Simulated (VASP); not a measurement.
Energy against volume of CdSe (zinc blende). These are HSEsol screened hybrid, VASP's PBE PAW potentials (set 64) (plane waves; VASP 6.6.1) values and carry that method's errors. Settings: 520 eV cut-off, 6×6×6 Γ-centred mesh, Gaussian smearing of 0.050 eV, potentials Cd Se.

```
V (Å³/atom)  E (eV/atom)
-----------  -----------
27.189          -3.66285
28.085          -3.66760
28.982          -3.66243
29.878          -3.64896
```

**Question.** Fit these four points and predict the energy of the run at 30.774 Å³/atom.

**Answer.** A cubic in V^(−2/3), the third-order Birch-Murnaghan form, passes through the four points with V0 = 28.04 Å³/atom and B0 = 56 GPa, and gives -3.6285 eV/atom there. The run gave -3.6282 eV/atom, +0.3 meV/atom from the fit; all five points give B0 = 55 GPa.

The compound is CdSe in the zinc blende structure, whereas wurtzite is the usual form. It was relaxed first. The cell's shape comes from a PBE relaxation.
